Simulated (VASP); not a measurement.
Crystal: InGaO.

```
CELL_PARAMETERS angstrom
3.96694 0.00000 0.00000
-1.98347 3.43547 0.00000
0.00000 0.00000 7.21802
ATOMIC_POSITIONS crystal
In 0.00000 0.00000 0.50000
In 0.00000 0.00000 0.00000
Ga 0.33333 0.66667 0.75000
Ga 0.66667 0.33333 0.25000
O 0.66667 0.33333 0.75000
O 0.33333 0.66667 0.25000
```

The cell was built by a generator and needn't be a form met in nature.

```yaml
Program: VASP 6.6.1
Task: relaxation of cell and atoms
Functional: PBE
Potentials_or_basis: VASP PAW PBE potentials, release 64 (In_d, Ga_d, O)
Cutoff: 520 eV
k_mesh: 4 × 4 × 2
Occupations: gaussian, width 0.15 eV
Spin: no spin polarisation
```

At the start: pressure 8.3 GPa; volume 16.39 Å³/atom.

Question: Where does the relaxation end?

Answer: Over 16 steps the energy falls by 233.0 meV/atom and the volume is 17.44 Å³/atom (+6.4 %); space group P6_3/mmc (No. 194, to 0.05 Å).

The path:
| step | energy change (eV) | largest force (eV/Å) | pressure (GPa) | volume (Å³) |
| --- | --- | --- | --- | --- |
| 1 | 0.0000 | 0.0000 | 8.30 | 98.37 |
| 2 | -0.3499 | 0.0000 | -0.17 | 110.95 |
| 3 | -0.3519 | 0.0000 | -0.19 | 111.80 |
| 4 | -0.3496 | 0.0000 | -1.30 | 113.51 |
| 5 | -0.3520 | 0.0000 | -0.99 | 112.46 |
| 6 | -0.3521 | 0.0000 | -0.44 | 112.16 |
| 7 | -0.4258 | 0.0000 | -0.62 | 112.39 |
| 8 | -0.6697 | 0.0000 | -0.96 | 112.66 |
| 9 | -1.2032 | 0.0000 | -2.59 | 111.45 |
| 10 | 0.0400 | 0.0000 | 0.52 | 103.05 |
| 11 | -1.3088 | 0.0000 | -2.64 | 110.71 |
| 12 | -1.3538 | 0.0000 | -2.54 | 109.54 |
| 13 | -1.3498 | 0.0000 | -2.65 | 110.06 |
| 14 | -1.3303 | 0.0000 | 2.87 | 101.68 |
| 15 | -1.3909 | 0.0000 | -0.70 | 105.95 |
| 16 | -1.3978 | 0.0000 | -0.10 | 104.66 |

Final structure:
```
In Ga O
1.0
     3.53336    0.00000    0.00000
    -1.76668    3.05998    0.00000
     0.00000    0.00000    9.68027
In Ga O
2 2 2
Cartesian
  0.0000 0.0000 4.8401
  0.0000 0.0000 0.0000
  0.0000 2.0400 7.2602
  1.7667 1.0200 2.4201
  1.7667 1.0200 7.2602
  0.0000 2.0400 2.4201
```

Caveat: the k mesh is coarse (spacing up to 0.46 Å⁻¹), so the values aren't converged.
